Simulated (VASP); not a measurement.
A run of VASP 6.6.1 is set up as follows.

The input INCAR:

```
ALGO = Normal
EDIFF = 1E-7
ENCUT = 520
ISIF = 2
ISMEAR = 0
ISPIN = 2
LASPH = T
LCHARG = F
LDAU = T
LDAUJ = 0 0
LDAUL = 2 -1
LDAUPRINT = 1
LDAUTYPE = 2
LDAUU = 3 0
LMAXMIX = 4
LMIXTAU = T
LORBIT = 11
LREAL = F
LWAVE = F
MAGMOM = 0.5 0
METAGGA = R2SCAN
NELM = 100
NUPDOWN = 3
PREC = Accurate
SIGMA = 0.05
```

KPOINTS

```
k-points
0
Gamma
  5 5 5
```

POSCAR

```
PtSe
1.0
    0.0000000000      3.0374472300      3.0374472300
    3.0374472300      0.0000000000      3.0374472300
    3.0374472300      3.0374472300      0.0000000000
Pt Se
1 1
Direct
    0.0000000000      0.0000000000      0.0000000000
    0.2500000000      0.2500000000      0.2500000000
```

Potentials or basis: VASP PAW PBE potentials, release 64 (Pt, Se).

Launch:

```sh
$ cat potpaw_PBE.64/Pt/POTCAR potpaw_PBE.64/Se/POTCAR > POTCAR
$ mpirun -np 1 vasp_std > vasp.out
```

**Question.** What does it give for the pressure?

**Answer.** -2.2 GPa.

Eigenvalues of the final occupation matrices:
```tsv
site	spin	trace	eigenvalues
site 1 d	1	4.70	0.93 0.93 0.94 0.94 0.94
site 1 d	2	3.29	0.51 0.51 0.51 0.89 0.89
```

Caveat: the moment is held away from its start; the PAW data sets were made with another functional, which shifts forces and pressure a little; the total moment is fixed, so each spin has its own Fermi level. The run has no spin-orbit coupling, so splittings on Pt are missing.
